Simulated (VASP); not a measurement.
Energy against volume of NiSi$_{2}$ (fluorite). Computed with TPSS meta-GGA, VASP's PBE PAW potentials (set 64) (plane waves; VASP). Numerical set-up: 520 eV cut-off, 10×10×10 Γ-centred mesh, first-order Methfessel-Paxton smearing of 0.10 eV, potentials Si Ni.

```csv
V (Å³/atom),E (eV/atom)
12.722,-11.31925
13.115,-11.32489
13.509,-11.31861
13.902,-11.30236
```

Q: Fit these four points and predict the energy of the run at 12.328 Å³/atom.

A: A cubic in V^(−2/3), the third-order Birch-Murnaghan form, passes through the four points with V0 = 13.09 Å³/atom and B0 = 163 GPa, and gives -11.2994 eV/atom there. The run gave -11.2997 eV/atom, -0.3 meV/atom from the fit; all five points give B0 = 162 GPa.

The compound is NiSi2 in the fluorite structure. It was relaxed first. The run is not spin-polarised, so no magnetic state was tried.
